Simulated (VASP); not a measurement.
## RuSe: single point with r2SCAN+U

RuSe:

```
CELL_PARAMETERS angstrom
0.00000 2.90633 2.90633
2.90633 0.00000 2.90633
2.90633 2.90633 0.00000
ATOMIC_POSITIONS crystal
Ru 0.00000 0.00000 0.00000
Se 0.25000 0.25000 0.25000
```

The cell comes from a database or a generator and needn't be the stable form of this composition.

```
Program                : VASP 6.6.1
Task                   : single point
Functional             : r2SCAN
Potentials or basis    : VASP PAW PBE potentials, release 64 (Ru_pv, Se)
Cutoff                 : 520 eV
k mesh                 : 6 × 6 × 6
Occupations            : gaussian, width 0.05 eV
Spin                   : collinear spin, ferromagnetic start
Starting moments       : [1.0, 0.0] μB
Hubbard terms          : Ru d U = 5 eV
Further INCAR settings : ALGO = Normal; EDIFF = 1e-07; NBANDS = 21
```

```json
{
 "Pressure": "2.1 GPa",
 "Band gap on the k mesh": "none (metal or under the smearing width)",
 "Net moment": "2.00 μB per cell",
 "Site moments": "Ru +2.09; Se -0.25 μB",
 "Valence electrons inside the program's atomic spheres": "Ru 12.49; Se 3.91"
}
```

Levels at points of the mesh, in eV from the Fermi level:
Spin up:
```tsv
k point	band 9	band 10	band 11	band 12	band 13	band 14
(0.00, 0.00, 0.00)	-2.90	1.90	2.02	2.02	2.02	7.72
(0.50, 0.00, 0.00)	-2.85	-2.85	0.64	0.64	4.19	8.25
(0.50, 0.50, 0.00)	-2.55	-1.81	-1.34	-1.34	4.47	6.29
```
Spin down:
```
           k point  band 6  band 7  band 8  band 9  band 10  band 11  band 12  band 13
(0.00, 0.00, 0.00)   -3.24   -3.24   -2.15   -2.15     2.47     5.51     5.51     5.51
(0.50, 0.00, 0.00)   -3.63   -3.63   -1.27   -1.27     2.32     3.87     3.87     4.90
(0.50, 0.50, 0.00)   -3.05   -3.05   -1.76   -1.18     0.94     3.06     3.06     6.79
```

Eigenvalues of the final occupation matrices:
```csv
site,spin,trace,eigenvalues
site 1 d,1,4.08,0.80 0.80 0.80 0.84 0.84
site 1 d,2,2.04,0.11 0.11 0.11 0.85 0.85
```

It took 120 s on 1 thread of AMD EPYC 9R45 96-Core Processor (Zen 5) (shared host), peak memory 0.2 GiB.

Caveat: the PAW data sets were made with another functional, which shifts forces and pressure a little. The state reached can hang on the start; a lower one may exist.
